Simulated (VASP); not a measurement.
# SrIr2 with LDA: from relaxation to properties, part 5 of 5

What structure does SrIr2 take at this level, and what are its properties? Left out of this account: 1 further run (relaxation: it shows nothing beyond the runs told). The start is a computed cell from the Materials Project.

VASP 6.6.1; LDA; plane waves and PAW (Sr_sv, Ir).

Still holding for the runs below: The k-mesh is coarse for a metal.

So far. Step 7 (Vibrations at Γ (LDA)): The three acoustic modes lie within 0.1 cm⁻¹ of zero, and all others are real. By the characters of their eigenvectors the optical modes sort into (cm⁻¹) Raman active: T2g 168; infrared active: T1u 39, T1u 158; silent: Eu 65, T2u 94, A2u 205. With a centre of inversion no mode is active in both. Step 8 (Volume scan with LDA, volume scale 0.94): The pressure here is 12.81 GPa.

**9. Volume scan with LDA, volume scale 0.96**

Contents of INCAR:

```
SYSTEM = SrIr2
PREC = Accurate
ENCUT = 400
EDIFF = 1E-06
NELM = 100
ISMEAR = 1
SIGMA = 0.2
LREAL = .FALSE.
ALGO = Normal
GGA = CA
NBANDS = 34
LASPH = .TRUE.
LORBIT = 11
LWAVE = .FALSE.
LCHARG = .FALSE.
KPAR = 4
ISIF = 2
```

Contents of POSCAR:

```
SrIr2
1.0
    0.0000000000      3.7486077176      3.7486077176
    3.7486077176      0.0000000000      3.7486077176
    3.7486077176      3.7486077176      0.0000000000
Sr Ir
2 4
Direct
    0.2500000000      0.2500000000      0.2500000000
    0.0000000000      0.0000000000      0.0000000000
    0.6250000000      0.1250000000      0.6250000000
    0.6250000000      0.6250000000      0.1250000000
    0.1250000000      0.6250000000      0.6250000000
    0.6250000000      0.6250000000      0.6250000000
```

Contents of KPOINTS:

```
Automatic mesh
0
Gamma
5 5 5
0 0 0
```

PAW data sets: Sr_sv and Ir (LDA family, release 64).

Command:

```sh
> mpirun -np 4 vasp_std
```

What it wrote:

```text
[... set-up lines as in an earlier step ...]
 entering main loop
       N       E                     dE             d eps       ncg     rms          rms(c)
DAV:   1     0.510538606670E+03    0.51054E+03   -0.22265E+04   680   0.134E+03
DAV:   2    -0.261045575694E+01   -0.51315E+03   -0.50021E+03   680   0.454E+02
DAV:   3    -0.478585704373E+02   -0.45248E+02   -0.43664E+02  1044   0.114E+02
DAV:   4    -0.506018521152E+02   -0.27433E+01   -0.27102E+01  1048   0.255E+01
DAV:   5    -0.506694767316E+02   -0.67625E-01   -0.67546E-01   992   0.336E+00    0.671E+01
DAV:   6    -0.471680565274E+02    0.35014E+01   -0.27095E+01  1048   0.309E+01    0.159E+01
DAV:   7    -0.467957717362E+02    0.37228E+00   -0.23990E+00  1014   0.991E+00    0.141E+01
DAV:   8    -0.467006370402E+02    0.95135E-01   -0.27417E-01  1024   0.284E+00    0.236E+00
DAV:   9    -0.466930953449E+02    0.75417E-02   -0.46092E-02   960   0.141E+00    0.793E-01
DAV:  10    -0.466928653690E+02    0.22998E-03   -0.42380E-03   952   0.349E-01    0.123E-01
DAV:  11    -0.466928943075E+02   -0.28939E-04   -0.22945E-04  1036   0.843E-02    0.414E-02
DAV:  12    -0.466928946885E+02   -0.38105E-06   -0.10592E-05   930   0.204E-02    0.176E-02
DAV:  13    -0.466928944140E+02    0.27456E-06   -0.36302E-07   422   0.406E-03
   1 F= -.46692894E+02 E0= -.46689208E+02  d E =-.110600E-01
```

Run time: 13 s. Hardware: 4 MPI ranks of AMD EPYC 7R43, shared host; peak memory 0.59 GiB.

OUTCAR, selected parts (step 9):

```text
   ENCUT  =  400.0 eV  29.40 Ry    5.42 a.u.   8.65  8.65  8.65*2*pi/ulx,y,z

   NELECT =      56.0000    total number of electrons

 E-fermi :   6.7378

 k-point     1 :       0.0000    0.0000    0.0000
  band No.  band energies     occupation
    ...
     22       6.4451      2.05846
     23       6.4451      2.05846
     24       6.4451      2.05846
     25       6.5231      2.06237
     26       6.5231      2.06237
     27       7.4359     -0.00001
     28       7.4359     -0.00001
     29       8.1814     -0.00000
     30       8.2122     -0.00000
     31       8.2122     -0.00000
    ...

  Total        5.2817444      5.2817444      5.2817444     -0.0000000      0.0000000      0.0000000
  in kB       80.3244907     80.3244907     80.3244907     -0.0000000      0.0000000      0.0000000
  external PRESSURE =      80.3244907 kB  Pullay stress =       0.0000000 kB

 POSITION                                       TOTAL-FORCE (eV/Angst)
 -----------------------------------------------------------------------------------
      1.87430      1.87430      1.87430        -0.000000     -0.000000     -0.000000
      0.00000      0.00000      0.00000         0.000000      0.000000      0.000000
      2.81146      4.68576      2.81146        -0.000000     -0.000000     -0.000000
      2.81146      2.81146      4.68576        -0.000000     -0.000000     -0.000000
      4.68576      2.81146      2.81146        -0.000000     -0.000000      0.000000
      4.68576      4.68576      4.68576        -0.000000     -0.000000     -0.000000
 -----------------------------------------------------------------------------------
    total drift:                                0.000000      0.000000      0.000000

  FREE ENERGIE OF THE ION-ELECTRON SYSTEM (eV)
  ---------------------------------------------------
  free  energy   TOTEN  =       -46.6928944140 eV

  energy  without entropy=      -46.6818343701  energy(sigma->0) =      -46.68920773

[... 5 parts as in an earlier step ...]

[... 11 further parts left out ...]
```

Numbers from this step:

| Property | Result |
| --- | --- |
| free energy (TOTEN) | -46.69 eV |
| energy at zero smearing | -46.69 eV |
| Fermi energy | 6.738 eV |
| pressure | 8.032 GPa |

The pressure falls from 12.81 to 8.03 GPa.

The run ends at a pressure of 8.03 GPa.

**10. Volume scan with LDA, volume scale 0.98**

INCAR is that of step 9.

Changes to POSCAR since step 9:

```diff
@@ -2,5 +2,5 @@
 1.0
-    0.0000000000      3.7486077176      3.7486077176
-    3.7486077176      0.0000000000      3.7486077176
-    3.7486077176      3.7486077176      0.0000000000
+    0.0000000000      3.7744610016      3.7744610016
+    3.7744610016      0.0000000000      3.7744610016
+    3.7744610016      3.7744610016      0.0000000000
 Sr Ir
```

KPOINTS is that of step 9.

Command:

```sh
> mpirun -np 4 vasp_std
```

What it wrote:

```text
[... set-up lines as in an earlier step ...]
 entering main loop
       N       E                     dE             d eps       ncg     rms          rms(c)
DAV:   1     0.497815586676E+03    0.49782E+03   -0.22119E+04   680   0.133E+03
DAV:   2    -0.334266992824E+01   -0.50116E+03   -0.48758E+03   688   0.452E+02
DAV:   3    -0.478692018337E+02   -0.44527E+02   -0.42678E+02  1024   0.112E+02
DAV:   4    -0.506767862276E+02   -0.28076E+01   -0.27854E+01  1080   0.279E+01
[...]
DAV:  11    -0.467737599835E+02   -0.37990E-04   -0.24769E-04  1030   0.837E-02    0.548E-02
DAV:  12    -0.467737543868E+02    0.55967E-05   -0.52816E-05   948   0.442E-02    0.985E-03
DAV:  13    -0.467737540188E+02    0.36803E-06   -0.24413E-06   542   0.116E-02
   1 F= -.46773754E+02 E0= -.46770340E+02  d E =-.102432E-01
```

Wall time 12 s (4 MPI ranks); peak memory 0.61 GiB; 44 s of CPU time.

OUTCAR, selected parts (step 10):

```text
  Total        2.5424616      2.5424616      2.5424616      0.0000000      0.0000000      0.0000000
  in kB       37.8765281     37.8765281     37.8765281      0.0000000      0.0000000      0.0000000
  external PRESSURE =      37.8765281 kB  Pullay stress =       0.0000000 kB

 POSITION                                       TOTAL-FORCE (eV/Angst)
 -----------------------------------------------------------------------------------
      1.88723      1.88723      1.88723        -0.000000     -0.000000     -0.000000
      0.00000      0.00000      0.00000        -0.000000     -0.000000     -0.000000
      2.83085      4.71808      2.83085         0.000000      0.000000      0.000000
      2.83085      2.83085      4.71808         0.000000      0.000000      0.000000
      4.71808      2.83085      2.83085         0.000000      0.000000      0.000000
      4.71808      4.71808      4.71808         0.000000      0.000000      0.000000
 -----------------------------------------------------------------------------------
    total drift:                                0.000000      0.000000      0.000000

  FREE ENERGIE OF THE ION-ELECTRON SYSTEM (eV)
  ---------------------------------------------------
  free  energy   TOTEN  =       -46.7737540188 eV

  energy  without entropy=      -46.7635107923  energy(sigma->0) =      -46.77033961

[... 1 part as in an earlier step ...]

[... 2 further parts left out ...]
[key lines of the parts left out:]
E-fermi :   6.5017
```

The pressure falls from 8.03 to 3.79 GPa.

The run ends at a pressure of 3.79 GPa.

**11. Volume scan with LDA, volume scale 1**

INCAR is that of step 10.

Changes to POSCAR since step 10:

```diff
@@ -2,5 +2,5 @@
 1.0
-    0.0000000000      3.7744610016      3.7744610016
-    3.7744610016      0.0000000000      3.7744610016
-    3.7744610016      3.7744610016      0.0000000000
+    0.0000000000      3.7999648901      3.7999648901
+    3.7999648901      0.0000000000      3.7999648901
+    3.7999648901      3.7999648901      0.0000000000
 Sr Ir
```

KPOINTS is that of step 10.

Command:

```sh
> mpirun -np 4 vasp_std
```

What it wrote:

```text
[... set-up lines as in an earlier step ...]
 entering main loop
       N       E                     dE             d eps       ncg     rms          rms(c)
[... 13 cycles as in an earlier step ...]
   1 F= -.46799510E+02 E0= -.46796336E+02  d E =-.952300E-02
```

The job ended after 12 s (4 MPI ranks; peak memory 0.59 GiB).

OUTCAR, selected parts (step 11):

```text
[... 6 parts as in an earlier step ...]

[... 1 further part left out ...]
[key lines of the parts left out:]
E-fermi :   6.2759
```

The pressure falls from 3.79 to 0.00 GPa.

The run ends at a pressure of 0.00 GPa.

**12. Volume scan with LDA, volume scale 1.02**

INCAR is that of step 11.

Changes to POSCAR since step 11:

```diff
@@ -2,5 +2,5 @@
 1.0
-    0.0000000000      3.7999648901      3.7999648901
-    3.7999648901      0.0000000000      3.7999648901
-    3.7999648901      3.7999648901      0.0000000000
+    0.0000000000      3.8251309539      3.8251309539
+    3.8251309539      0.0000000000      3.8251309539
+    3.8251309539      3.8251309539      0.0000000000
 Sr Ir
```

KPOINTS is that of step 11.

Command:

```sh
> mpirun -np 4 vasp_std
```

What it wrote:

```text
[... set-up lines as in an earlier step ...]
 entering main loop
       N       E                     dE             d eps       ncg     rms          rms(c)
DAV:   1     0.485262614017E+03    0.48526E+03   -0.22131E+04   680   0.132E+03
DAV:   2    -0.306031501441E+01   -0.48832E+03   -0.47526E+03   680   0.442E+02
DAV:   3    -0.478024825792E+02   -0.44742E+02   -0.43459E+02  1050   0.111E+02
DAV:   4    -0.505727025886E+02   -0.27702E+01   -0.27562E+01  1056   0.256E+01
[...]
DAV:  11    -0.467764050773E+02   -0.36282E-04   -0.29606E-04  1106   0.964E-02    0.751E-02
DAV:  12    -0.467763933099E+02    0.11767E-04   -0.10170E-04   972   0.590E-02    0.100E-02
DAV:  13    -0.467763928295E+02    0.48049E-06   -0.40262E-06   698   0.140E-02
   1 F= -.46776393E+02 E0= -.46773424E+02  d E =-.890572E-02
```

Run time: 12 s. Hardware: 4 MPI ranks; peak memory 0.61 GiB; 44 s of CPU time.

From OUTCAR (step 12):

```text
  Total       -2.3595268     -2.3595268     -2.3595268      0.0000000      0.0000000     -0.0000000
  in kB      -33.7727622    -33.7727622    -33.7727622      0.0000000      0.0000000     -0.0000000
  external PRESSURE =     -33.7727622 kB  Pullay stress =       0.0000000 kB

 POSITION                                       TOTAL-FORCE (eV/Angst)
 -----------------------------------------------------------------------------------
      1.91257      1.91257      1.91257         0.000000      0.000000      0.000000
      0.00000      0.00000      0.00000        -0.000000     -0.000000     -0.000000
      2.86885      4.78141      2.86885         0.000000     -0.000000      0.000000
      2.86885      2.86885      4.78141         0.000000     -0.000000      0.000000
      4.78141      2.86885      2.86885         0.000000     -0.000000      0.000000
      4.78141      4.78141      4.78141         0.000000     -0.000000      0.000000
 -----------------------------------------------------------------------------------
    total drift:                                0.000000      0.000000      0.000000

  FREE ENERGIE OF THE ION-ELECTRON SYSTEM (eV)
  ---------------------------------------------------
  free  energy   TOTEN  =       -46.7763928295 eV

  energy  without entropy=      -46.7674871125  energy(sigma->0) =      -46.77342426

[... 1 part as in an earlier step ...]

[... 2 further parts left out ...]
[key lines of the parts left out:]
E-fermi :   6.0594
```

The pressure falls from 0.00 to -3.38 GPa.

The run ends at a pressure of -3.38 GPa.

**13. Volume scan with LDA, volume scale 1.04**

INCAR is that of step 12.

Changes to POSCAR since step 12:

```diff
@@ -2,5 +2,5 @@
 1.0
-    0.0000000000      3.8251309539      3.8251309539
-    3.8251309539      0.0000000000      3.8251309539
-    3.8251309539      3.8251309539      0.0000000000
+    0.0000000000      3.8499701626      3.8499701626
+    3.8499701626      0.0000000000      3.8499701626
+    3.8499701626      3.8499701626      0.0000000000
 Sr Ir
```

KPOINTS is that of step 12.

Command:

```sh
> mpirun -np 4 vasp_std
```

What it wrote:

```text
[... set-up lines as in an earlier step ...]
 entering main loop
       N       E                     dE             d eps       ncg     rms          rms(c)
DAV:   1     0.493330218419E+03    0.49333E+03   -0.22019E+04   680   0.131E+03
DAV:   2    -0.257868244345E+01   -0.49591E+03   -0.48248E+03   690   0.447E+02
DAV:   3    -0.474391255002E+02   -0.44860E+02   -0.43201E+02  1038   0.110E+02
DAV:   4    -0.504870780871E+02   -0.30480E+01   -0.30316E+01  1080   0.281E+01
[...]
DAV:  11    -0.467095724008E+02   -0.27248E-04   -0.20697E-04  1088   0.809E-02    0.550E-02
DAV:  12    -0.467095670150E+02    0.53858E-05   -0.54158E-05   980   0.429E-02    0.765E-03
DAV:  13    -0.467095666270E+02    0.38798E-06   -0.20825E-06   516   0.108E-02
   1 F= -.46709567E+02 E0= -.46706769E+02  d E =-.839336E-02
```

Wall time 12 s (4 MPI ranks); peak memory 0.59 GiB.

OUTCAR, selected parts (step 13):

```text
  Total       -4.5435132     -4.5435132     -4.5435132      0.0000000      0.0000000     -0.0000000
  in kB      -63.7823161    -63.7823161    -63.7823161      0.0000000      0.0000000     -0.0000000
  external PRESSURE =     -63.7823161 kB  Pullay stress =       0.0000000 kB

 POSITION                                       TOTAL-FORCE (eV/Angst)
 -----------------------------------------------------------------------------------
      1.92499      1.92499      1.92499        -0.000000     -0.000000     -0.000000
      0.00000      0.00000      0.00000         0.000000      0.000000      0.000000
      2.88748      4.81246      2.88748         0.000000     -0.000000     -0.000000
      2.88748      2.88748      4.81246         0.000000     -0.000000     -0.000000
      4.81246      2.88748      2.88748         0.000000     -0.000000     -0.000000
      4.81246      4.81246      4.81246         0.000000     -0.000000     -0.000000
 -----------------------------------------------------------------------------------
    total drift:                                0.000000      0.000000      0.000000

  FREE ENERGIE OF THE ION-ELECTRON SYSTEM (eV)
  ---------------------------------------------------
  free  energy   TOTEN  =       -46.7095666270 eV

  energy  without entropy=      -46.7011732664  energy(sigma->0) =      -46.70676884

[... 1 part as in an earlier step ...]

[... 2 further parts left out ...]
[key lines of the parts left out:]
E-fermi :   5.8518
```

The pressure falls from -3.38 to -6.38 GPa.

The run ends at a pressure of -6.38 GPa.

**14. Volume scan with LDA, volume scale 1.06**

A prediction first. A parabola through the 6 pressures of evenly scaled cells so far, P = -0.01 -179.4 t +446 t² GPa with t = ln(V/V₁) and V₁ the volume at scale 1, gives -8.96 GPa at t = +0.0583.

INCAR is that of step 13.

Changes to POSCAR since step 13:

```diff
@@ -2,5 +2,5 @@
 1.0
-    0.0000000000      3.8499701626      3.8499701626
-    3.8499701626      0.0000000000      3.8499701626
-    3.8499701626      3.8499701626      0.0000000000
+    0.0000000000      3.8744929267      3.8744929267
+    3.8744929267      0.0000000000      3.8744929267
+    3.8744929267      3.8744929267      0.0000000000
 Sr Ir
```

KPOINTS is that of step 13.

Command:

```sh
> mpirun -np 4 vasp_std
```

What it wrote:

```text
[... set-up lines as in an earlier step ...]
 entering main loop
       N       E                     dE             d eps       ncg     rms          rms(c)
DAV:   1     0.486659508109E+03    0.48666E+03   -0.22037E+04   680   0.131E+03
DAV:   2    -0.357747839260E+01   -0.49024E+03   -0.47751E+03   680   0.445E+02
DAV:   3    -0.473907512739E+02   -0.43813E+02   -0.42382E+02  1010   0.110E+02
DAV:   4    -0.503580091222E+02   -0.29673E+01   -0.29526E+01  1104   0.268E+01
[...]
DAV:  11    -0.466039740665E+02   -0.23840E-04   -0.16553E-04  1054   0.735E-02    0.455E-02
DAV:  12    -0.466039715049E+02    0.25617E-05   -0.27206E-05   938   0.302E-02    0.864E-03
DAV:  13    -0.466039713235E+02    0.18134E-06   -0.89265E-07   458   0.705E-03
   1 F= -.46603971E+02 E0= -.46601310E+02  d E =-.798515E-02
```

Run time: 11 s. Hardware: 4 MPI ranks; peak memory 0.6 GiB; 43 s of CPU time.

OUTCAR, selected parts (step 14):

```text
  Total       -6.5675570     -6.5675570     -6.5675570      0.0000000      0.0000000     -0.0000000
  in kB      -90.4565078    -90.4565078    -90.4565078      0.0000000      0.0000000     -0.0000000
  external PRESSURE =     -90.4565078 kB  Pullay stress =       0.0000000 kB

 POSITION                                       TOTAL-FORCE (eV/Angst)
 -----------------------------------------------------------------------------------
      1.93725      1.93725      1.93725         0.000000     -0.000000     -0.000000
      0.00000      0.00000      0.00000        -0.000000      0.000000      0.000000
      2.90587      4.84312      2.90587         0.000000      0.000000     -0.000000
      2.90587      2.90587      4.84312         0.000000      0.000000     -0.000000
      4.84312      2.90587      2.90587        -0.000000      0.000000     -0.000000
      4.84312      4.84312      4.84312         0.000000      0.000000     -0.000000
 -----------------------------------------------------------------------------------
    total drift:                                0.000000      0.000000      0.000000

  FREE ENERGIE OF THE ION-ELECTRON SYSTEM (eV)
  ---------------------------------------------------
  free  energy   TOTEN  =       -46.6039713235 eV

  energy  without entropy=      -46.5959861715  energy(sigma->0) =      -46.60130961

[... 1 part as in an earlier step ...]

[... 2 further parts left out ...]
[key lines of the parts left out:]
E-fermi :   5.6526
```

The pressure falls from -6.38 to -9.05 GPa. The parabola predicted -8.96 GPa, +0.09 GPa off.

**15. The series together**

Times are for 4 MPI ranks of AMD EPYC 7R43, shared host. Results by setting:

```csv
no.,volume scale,energy above the lowest point (meV/atom),pressure (GPa),time,memory (GiB)
1,0.94,41.68,12.81,12 s,0.6
2,0.96,17.85,8.032,13 s,0.59
3,0.98,4.33,3.788,12 s,0.61
4,1,0,-0.004652,12 s,0.59
5,1.02,3.82,-3.377,12 s,0.61
6,1.04,14.93,-6.378,12 s,0.59
7,1.06,32.5,-9.046,11 s,0.6
```

**16. Fit for LDA**

This step: Birch-Murnaghan fit, LDA; plane waves and PAW (VASP 6.6.1).

No new run; the numbers come from the runs before.

Numbers from this step:

* pressure derivative of the bulk modulus: 4.804
* r.m.s. error of the fit: 3.07e-6 eV/atom
* minimum inside the sampled range: yes
* bulk modulus: 178.5 GPa
* equilibrium volume of the fit: 18.29 Å³/atom

The energy above the fitted minimum by volume:

```csv
volume (Å³/atom),energy above the fitted minimum (eV/atom)
17.193,0.0417
17.559,0.0179
17.924,0.00434
18.290,5.4e-6
18.656,0.00382
19.022,0.0149
19.388,0.0325
```

The fitted volume lies +0.02 % from the relaxed one.

**17. What came out**

| Item | Value |
| --- | --- |
| relaxed volume | 18.29 Å³/atom |
| relaxed conventional cell a, b, c | 7.600, 7.600, 7.600 Å |
| space group after relaxing, within 0.02 Å | Fd-3m (No. 227) |
| band gap | none, a metal |
| DOS at the Fermi level | 9.16 states/eV/cell |
| highest zone-centre mode | 205 cm⁻¹ |
| bulk modulus from the fit | 178 GPa |
| volume from the fit | 18.3 Å³/atom |

**Reading.** With LDA, SrIr2 relaxes to 18.29 Å³/atom in space group Fd-3m (held by the symmetry of the run), comes out as a metal and has a bulk modulus of 178 GPa. Bands along the symmetry lines (LDA): Of the bands kept, 4 cross the Fermi level on this path. Vibrations at Γ (LDA): The highest mode in this list at Γ, 204.6 cm⁻¹, is mostly motion of Ir (100 % of the kinetic energy). Spin-orbit coupling is left out, and with elements this heavy it would split and shift bands near the Fermi level. The k-sampling is coarse for a metal, so the Fermi level, pressures and the shape of the cell carry errors. Modes at Γ alone can't show that the crystal is stable at other wave vectors. No search among competing phases was made, and a listed structure need not be the one stable at ambient conditions. All values are for a static lattice at zero temperature.

[Lines on the potential files, build, host, timing and source positions are cut from VASP's logs without a mark.]

[Logs are printed without paths, hosts, clocks, repeated set-up lines and the standing remarks that a program may print on its own settings, such as how far it seeks lower states.]

[Hosts, paths, dates, database ids (printed as entryN), source tags and the programs' standing remarks are cut or masked in the printed files.]

[A measured line is paired with the nearest computed mode of its activity, which favours agreement.]
